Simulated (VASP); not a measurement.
Method: r2SCAN+rVV10, VASP's PBE PAW potentials (set 64) (plane waves; VASP).

VASP input:

File POSCAR:
```
AuZn
1
    3.1382721774     0.0000000000    -0.0000000000
    0.0000000000     3.1382721774    -0.0000000000
    0.0000000000     0.0000000000     3.1382721774
Zn Au
1 1
Direct
  0.5000000000   0.5000000000   0.5000000000
  0.0000000000   0.0000000000   0.0000000000
```

**INCAR**
```
ALGO = Normal
BPARAM = 11.95
CPARAM = 0.0093
EDIFF = 1E-7
ENCUT = 520
ISIF = 2
ISMEAR = -5
LASPH = .TRUE.
LCHARG = .FALSE.
LMAXMIX = 6
LMIXTAU = .TRUE.
LORBIT = 11
LREAL = .FALSE.
LUSE_VDW = .TRUE.
LWAVE = .FALSE.
METAGGA = R2SCAN
NEDOS = 601
NELM = 100
PREC = Accurate
SYSTEM = AuZn
```

**KPOINTS**
```
Automatic mesh
0
Gamma
13 13 13
0 0 0
```

### KPOINTS_OPT
```
k-points along high-symmetry lines
10
Line-mode
Reciprocal
  0.000000   0.000000   0.000000 ! GAMMA
  0.000000   0.500000   0.000000 ! X

  0.000000   0.500000   0.000000 ! X
  0.500000   0.500000   0.000000 ! M

  0.500000   0.500000   0.000000 ! M
  0.000000   0.000000   0.000000 ! GAMMA

  0.000000   0.000000   0.000000 ! GAMMA
  0.500000   0.500000   0.500000 ! R

  0.500000   0.500000   0.500000 ! R
  0.000000   0.500000   0.000000 ! X

  0.500000   0.500000   0.500000 ! R
  0.500000   0.500000   0.000000 ! M
```

POTCAR, in this order: Zn Au (PBE.64 set). Program: vasp_std.

What will the output report for the number of irreducible k-points (NKPTS), largest plane-wave count, number of space-group operations, FFT grid (NGX, NGY, NGZ)?

```json
{
  "number of irreducible k-points (NKPTS)": "84",
  "largest_plane_wave_count": "851",
  "number_of_space_group_operations": "48",
  "FFT grid (NGX, NGY, NGZ)": "24 × 24 × 24"
}
```

The compound is AuZn in the CsCl type structure. It was relaxed first. The electron count is odd and the run is not spin-polarised, which forces a metal.
